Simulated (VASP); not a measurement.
Level of theory: PBE GGA with spin-orbit coupling, VASP's PBE PAW potentials (set 64) (plane waves; VASP).

The input files of a VASP run:

KPOINTS:
```
kpoints
0
G
  5 5 5
```

File POSCAR:
```
SbRu
6.6275240
  0.5000000000   0.0000000000   0.0000000000
  0.0000000000   0.5000000000   0.0000000000
  0.0000000000   0.0000000000   0.5000000000
Ru Sb
1 1
Cartesian
  0.0000000000   0.0000000000   0.0000000000
  0.2500000000   0.2500000000   0.2500000000
```

**INCAR**
```
SYSTEM = SbRu
PREC = Accurate; ENCUT = 300; LREAL = .False.
LASPH = .True.
EDIFF = 1E-6; NELM = 100; ALGO = Normal
LMAXMIX = 4
ISMEAR = 0; SIGMA = 0.136
GGA = PE; GGA_COMPAT = .False.
MAGMOM = 0.0 0.0 0.0 0.0 0.0 0.0
LSORBIT = .True.; LNONCOLLINEAR = .True.
ISIF = 2
LWAVE = .False.; LCHARG = .False.; LORBIT = 11
```

POTCAR, in this order: Ru_pv Sb (PBE.64 set). Program: vasp_ncl.

The run wrote:

OSZICAR:
```
       N       E                     dE             d eps       ncg     rms          rms(c)
DAV:   1     0.110287882428E+03    0.11029E+03   -0.76815E+03   624   0.890E+02
DAV:   2    -0.949955880300E+01   -0.11979E+03   -0.11736E+03   616   0.295E+02
DAV:   3    -0.134306299527E+02   -0.39311E+01   -0.38294E+01   608   0.540E+01
DAV:   4    -0.134929817579E+02   -0.62352E-01   -0.62275E-01   620   0.712E+00
DAV:   5    -0.134944529523E+02   -0.14712E-02   -0.14711E-02   600   0.105E+00    0.832E+00
DAV:   6    -0.133423697129E+02    0.15208E+00   -0.13347E+00   544   0.125E+01    0.336E+00
DAV:   7    -0.132628022895E+02    0.79567E-01   -0.27025E-01   534   0.550E+00    0.274E+00
DAV:   8    -0.132461135828E+02    0.16689E-01   -0.69458E-02   550   0.224E+00    0.414E-01
DAV:   9    -0.132455381154E+02    0.57547E-03   -0.15552E-03   560   0.294E-01    0.201E-01
DAV:  10    -0.132453894509E+02    0.14866E-03   -0.17559E-04   576   0.986E-02    0.132E-01
DAV:  11    -0.132453309632E+02    0.58488E-04   -0.93666E-05   532   0.107E-01    0.212E-02
DAV:  12    -0.132453301532E+02    0.80997E-06   -0.40070E-06   600   0.167E-02
   1 F= -.13245330E+02 E0= -.13231920E+02  d E =-.268197E-01  mag=    -0.0000    -0.0000     0.0000
```

File OUTCAR:
```
------------------------ aborting loop because EDIFF is reached ----------------------------------------
  FORCE on cell =-STRESS in cart. coord.  units (eV):
  Direction    XX          YY          ZZ          XY          YZ          ZX
  --------------------------------------------------------------------------------------
  Total       -1.4052390     -1.4052390     -1.4052390     -0.0000000      0.0000000     -0.0000000
  in kB      -61.8723836    -61.8723836    -61.8723836     -0.0000000      0.0000000     -0.0000000
  external PRESSURE =     -61.8723836 kB  Pullay stress =       0.0000000 kB
  volume of cell :       36.39
      direct lattice vectors                 reciprocal lattice vectors
     3.313762000  0.000000000  0.000000000     0.301771823  0.000000000  0.000000000
     0.000000000  3.313762000  0.000000000     0.000000000  0.301771823  0.000000000
     0.000000000  0.000000000  3.313762000     0.000000000  0.000000000  0.301771823
 POSITION                                       TOTAL-FORCE (eV/Angst)
 -----------------------------------------------------------------------------------
      0.00000      0.00000      0.00000         0.000000      0.000000      0.000000
      1.65688      1.65688      1.65688         0.000000      0.000000      0.000000
 -----------------------------------------------------------------------------------
    total drift:                               -0.000000     -0.000000     -0.000000
  FREE ENERGIE OF THE ION-ELECTRON SYSTEM (eV)
  ---------------------------------------------------
  free  energy   TOTEN  =       -13.2453301532 eV

  energy  without entropy=      -13.2185104900  energy(sigma->0) =      -13.23192032

 total charge

# of ion       s       p       d       tot
------------------------------------------
    1        0.250   6.159   6.139  12.548
    2        1.146   1.141   0.097   2.385
--------------------------------------------------
tot          1.396   7.300   6.236  14.933

 magnetization (x)

# of ion       s       p       d       tot
------------------------------------------
    1       -0.000  -0.000   0.000  -0.000
    2        0.000   0.000  -0.000   0.000
--------------------------------------------------
tot         -0.000  -0.000   0.000  -0.000

 magnetization (y)

# of ion       s       p       d       tot
------------------------------------------
    1        0.000   0.000  -0.000  -0.000
    2        0.000   0.000  -0.000   0.000
--------------------------------------------------
tot          0.000   0.000  -0.000  -0.000

 magnetization (z)

# of ion       s       p       d       tot
------------------------------------------
    1        0.000  -0.000   0.000   0.000
    2        0.000   0.000   0.000   0.000
--------------------------------------------------
tot          0.000  -0.000   0.000   0.000

 Ion:    1  E_soc:     -0.2711919

 Ion:    2  E_soc:     -0.1091370
```
(Selected blocks of OUTCAR.)

At this cut-off the stress carries a Pulay error, which pulls relaxed volumes low.

The structure was generated: SbRu was put into an ordered model structure, which need not be its known phase. The cell was not relaxed at this level. The k-mesh is coarse (spacing up to 0.38 per Å, 2π included), so the numbers may not be converged in it. The run is one of a series of settings (GGA_COMPAT = .FALSE., LNONCOLLINEAR = .TRUE., LSORBIT = .TRUE., MAGMOM = 0.0 0.0 0.0 0.0 0.0 0.0, program vasp_ncl against the base run), some of them coarse on purpose.
